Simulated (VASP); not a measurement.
MgS:

```
Mg S
1.0
     0.00000    2.83000    2.83000
     2.83000    0.00000    2.83000
     2.83000    2.83000    0.00000
Mg S
1 1
Direct
  0.00000 0.00000 0.00000
  0.25000 0.25000 0.25000
```

The cell was built by a generator and needn't be a form met in nature.

```yaml
Program: VASP 6.6.1
Task: relaxation of cell and atoms
Functional: LDA
Potentials_or_basis: VASP PAW LDA potentials, release 64 (Mg, S)
Cutoff: 600 eV
k_mesh: 8 × 8 × 8
Occupations: gaussian, width 0.02 eV
Spin: no spin polarisation
```

At the start: pressure -2.3 GPa; volume 22.67 Å³/atom.

Task: How do energy, volume and symmetry change on relaxing?

Result: Over 3 steps the energy falls by 6.7 meV/atom and the volume is 21.77 Å³/atom (-4.0 %); space group F-43m (No. 216, to 0.05 Å).

Step by step:
| step | energy change (eV) | largest force (eV/Å) | pressure (GPa) | volume (Å³) |
| --- | --- | --- | --- | --- |
| 1 | 0.0000 | 0.0000 | -2.33 | 45.33 |
| 2 | -0.0129 | 0.0000 | 0.50 | 43.20 |
| 3 | -0.0135 | 0.0000 | 0.00 | 43.54 |

Final structure:
```
CELL_PARAMETERS angstrom
0.00000 2.79220 2.79220
2.79220 0.00000 2.79220
2.79220 2.79220 0.00000
ATOMIC_POSITIONS crystal
Mg 0.00000 0.00000 0.00000
S 0.25000 0.25000 0.25000
```
